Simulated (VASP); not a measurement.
Given:

```
CELL_PARAMETERS angstrom
      1.57784    -2.73290     0.00000
      1.57784     2.73290     0.00000
      0.00000     0.00000    12.21458
ATOMIC_POSITIONS crystal
  W  0.33333 0.66667 0.25000
  W  0.66667 0.33333 0.75000
  S  0.33333 0.66667 0.87889
  S  0.66667 0.33333 0.37889
  S  0.66667 0.33333 0.12111
  S  0.33333 0.66667 0.62111
```

Computed with PBE GGA with D4 dispersion, VASP's PBE PAW potentials (set 64) (plane waves; VASP). Numerical set-up: 520 eV cut-off, 9×9×2 Γ-centred mesh, tetrahedra with Blöchl corrections, potentials W_sv S.

The cores are frozen, which limits the accuracy of field gradients.

**Question.** Give the principal components of the electric field gradient (V/Å²) and the asymmetry η at each nucleus.

**Answer.** 
| atom | Vxx | Vyy | Vzz | η |
|---|---|---|---|---|
| W1 | 76.0 | 76.0 | -152.0 | 0.00 |
| W2 | 76.0 | 76.0 | -152.0 | 0.00 |
| S3 | 21.3 | 21.3 | -42.6 | 0.00 |
| S4 | 21.3 | 21.3 | -42.6 | 0.00 |
| S5 | 21.3 | 21.3 | -42.6 | 0.00 |
| S6 | 21.3 | 21.3 | -42.6 | 0.00 |

The compound is WS2 in the 2H layered structure. It was relaxed first.
